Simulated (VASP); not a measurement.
An input for Ansatz (written as the equivalent of a VASP run, and not itself run):

Ansatz 0.2 input:
```yaml
crystal:
  lattice:
    - [4.4217355, 0.0000000, 0.0000000]
    - [0.0000000, 4.4217355, 0.0000000]
    - [0.0000000, 0.0000000, 4.3577543]
  atoms:
    - { symbol: Sc, position: [0.0000000, 1.0000000, 0.0000000] }
    - { symbol: Sc, position: [0.5000000, 0.5000000, 0.0000000] }
    - { symbol: N, position: [0.5000000, 0.5000000, 0.5000000] }
    - { symbol: N, position: [0.0000000, 0.0000000, 0.5000000] }
    - { symbol: N, position: [0.0000000, 0.5000000, 0.0000000] }
    - { symbol: N, position: [0.5000000, 0.0000000, 0.0000000] }
    - { symbol: Nb, position: [0.5000000, 0.0000000, 0.5000000] }
    - { symbol: Nb, position: [0.0000000, 0.5000000, 0.5000000] }
kpoints:
  mp_grid: { grid: [6, 6, 7] }
hamiltonian:
  xc: pbesol
  pseudopotentials: { kind: paw }
scf:
  occupations: { method: methfessel_paxton, width: 0.1 }
  max_iter: 100
relax:
  max_steps: 60
  f_tol: 0.02
  cell: {}
output: { forces: true, stress: true, eigenvalues: true }
```

### Question
Write the VASP files for the same calculation (PBEsol).

### Answer
One answer among several that fit: 
INCAR:
```
ALGO=Normal
EDIFF=1E-6
EDIFFG=-0.02
ENCUT=520
GGA=PS
IBRION=2
ISIF=3
ISMEAR=1
LASPH=.True.
LCHARG=.False.
LMAXMIX=4
LREAL=.False.
LWAVE=.False.
NELM=100
NSW=60
PREC=Accurate
SIGMA=0.1
SYSTEM=Nb2Sc2N4
```

### KPOINTS
```
Automatic mesh
0
Gamma
6 6 7
0 0 0
```

File POSCAR:
```
Nb2Sc2N4
1
    4.4217354672     0.0000000000     0.0000000000
   -0.0000000000     4.4217354672     0.0000000000
   -0.0000000000     0.0000000000     4.3577543270
Sc N Nb
2 4 2
Direct
  0.0000000000   1.0000000000   0.0000000000
  0.5000000000   0.5000000000   0.0000000000
  0.5000000000   0.5000000000   0.5000000000
  0.0000000000   0.0000000000   0.5000000000
  0.0000000000   0.5000000000   0.0000000000
  0.5000000000   0.0000000000   0.0000000000
  0.5000000000   0.0000000000   0.5000000000
  0.0000000000   0.5000000000   0.5000000000
```

POTCAR, in this order: Sc_sv N Nb_sv (PBE.64 set). Program: vasp_std.

Limits of the translation: each code has its own PAW files, so the cut-off isn't converted (ENCUT is set for VASP's; basis.ecutwfc is left out, and Ansatz then takes the one that its files recommend); Ansatz stops its SCF on the density residual and VASP on the energy change (EDIFF).

The structure was generated: Nb2Sc2N4 was put into an ordered model structure (P4/mmm), which need not be its known phase. This run relaxes it. Symmetry was kept, so distortions that lower it aren't found. The start is the result of an earlier pass.
